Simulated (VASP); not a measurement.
```xyz
2
Lattice="0.0000 1.7835 1.7835 1.7835 0.0000 1.7835 1.7835 1.7835 0.0000" Properties=species:S:1:pos:R:3 pbc="T T T"
C      0.0000     0.0000     0.0000
C      0.8918     0.8918     0.8918
```

The base run (VASP): PBE GGA, plane waves, VASP's PBE PAW potentials (set 64). Run with 520 eV cut-off, 11×11×11 Γ-centred mesh, Gaussian smearing of 0.050 eV, potentials C.

One setting is varied; ΔE counts from the base run. The base run took about 5 core-seconds. Times come from single runs on busy shared machines, so they are rough: good to a factor of about 2.

Pressures at a finite cut-off, here 520 eV, hold a Pulay part, which wasn't tested here.

```
setting         cost over the base run  electronic steps  ΔE (meV/atom)  pressure (GPa)
--------------  ----------------------  ----------------  -------------  --------------
ISYM = 1          within a factor of 2                11            0.0            2.36
SYMPREC = 1E-3    within a factor of 2                11            0.0            2.36
base run                     reference                11            0.0            2.36
ISYM = 0                 about 6 times                11            0.0            2.36
ISYM = -1               about 10 times                11            0.0            2.36
```

Left out are runs that failed, have no time on record or changed the cell.

The compound is C in the diamond structure. The cell was not relaxed at this level.
